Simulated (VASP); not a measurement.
Runs of VASP 6.6.1 on PC2. It takes space group P6_3/mmc (No. 194, hexagonal). The conventional cell has a = 2.852 Å, b = 2.852 Å, c = 7.029 Å, α = 90.00°, β = 90.00°, γ = 120.00°. Around P (site symmetry -3m) lie 6 C at 1.95 Å. Around C (site symmetry 3m) lie 1 C at 1.42 Å. The cell was built by a generator and needn't be a form met in nature.

```csv
task,level,cell,cutoff (eV),smearing,other keys,gap on the mesh (eV),pressure (GPa),relaxed volume (Å³/atom),largest force (eV/Å)
electric field gradients,rev-vdW-DF2,cell strained at random at fixed volume,520,tetrahedron,AMIX = 0.2; BMIX = 0.0001; AMIX_MAG = 0.8; BMIX_MAG = 0.0001; …,none,-2.7,-,0.35
relaxation of cell and atoms,PBE,relaxed,600,gaussian 0.05 eV,-,none,0.0,8.25,-
single point,PBE,as given,520,fermi-dirac 0.05 eV,-,none,-0.3,-,0.04
relaxation of cell and atoms,RPBE,relaxed,600,gaussian 0.05 eV,-,none,0.0,(b),0.01
single point,MS2,as given,520,gaussian 0.05 eV,-,none,(c),-,0.52
single point,PBE+TS,as given,520,fermi-dirac 0.05 eV,-,none,(a),-,0.07
```

Alike in all rows: potentials or basis VASP PAW PBE potentials, release 64 (P, C); no spin polarisation; k mesh 11 × 11 × 4.

Problem. Estimate the missing entries.

Solution. (a) -5.4; (b) 8.36; (c) -7.8.

Caveats: the PAW data sets were made with another functional, which shifts forces and pressure a little (some runs); tetrahedron occupations give inexact forces and stress in metals (some runs); atom-pairwise D2, TS and ULG terms overbind metals (some runs); pairwise dispersion overbinds metals, which lowers pressure and volume (some runs).

A gap of «none» marks a metal or a gap under the smearing width.
